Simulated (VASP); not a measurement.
Consider the following.

```
CdF2
1.0
    0.00000     2.73849     2.73849
    2.73849     0.00000     2.73849
    2.73849     2.73849     0.00000
Cd F
1 2
Cartesian
  0.00000   0.00000   0.00000
  1.36924   1.36924   1.36924
  4.10773   4.10773   4.10773
```

These are PW91 GGA, VASP's PBE PAW potentials (set 64) (plane waves; VASP 6.6.1) values and carry that method's errors. Settings: 520 eV cut-off, 6×6×6 Γ-centred mesh, Gaussian smearing of 0.050 eV, potentials Cd F.

**Question.** Estimate the energy per atom (σ→0).

**Answer.** 
```yaml
energy per atom (σ→0): -3.681 eV/atom
```

Total energies compare only between runs with the same potentials, cut-off and functional.

The compound is CdF2 in the fluorite structure. It was relaxed first. The start is the result of an earlier pass.
